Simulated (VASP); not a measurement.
```xyz
2
Lattice="0.0000 2.4531 2.4531 2.4531 0.0000 2.4531 2.4531 2.4531 0.0000" Properties=species:S:1:pos:R:3 pbc="T T T"
Ca     0.0000     0.0000     0.0000
O      2.4531     2.4531     2.4531
```

The numbers are results of PBE GGA, VASP's PBE PAW potentials (set 64) (plane waves; VASP), not measurements. Settings: 520 eV cut-off, 7×7×7 Γ-centred mesh, Gaussian smearing of 0.050 eV, potentials Ca_sv O.

Q: Predict the energy per atom (σ→0), pressure.

A: 
```
Property                        Value
---------------------  --------------
energy per atom (σ→0)  -6.396 eV/atom
pressure                    -3.99 GPa
```

The compound is CaO in the rock salt structure. The cell was not relaxed at this level.
